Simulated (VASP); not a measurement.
Here is the system:

```
CuI
1.0
    0.00000     2.94933     2.94933
    2.94933     0.00000     2.94933
    2.94933     2.94933     0.00000
Cu I
1 1
Cartesian
  0.00000   0.00000   0.00000
  1.47467   1.47467   1.47467
```

Computed with r2SCAN meta-GGA, VASP's PBE PAW potentials (set 64) (plane waves; VASP). Settings: 520 eV cut-off, 8×8×8 Γ-centred mesh, Gaussian smearing of 0.050 eV, potentials Cu I.

**Question.** Give the stress tensor in GPa (positive for a compressed cell).

**Answer.** 
```
3.15  0.00  0.00
0.00  3.15  0.00
0.00  0.00  3.15
```
The pressure is its mean diagonal, 3.15 GPa.

The compound is CuI in the zinc blende structure. This cell is one point of a volume scan, at 0.94 of the reference volume.
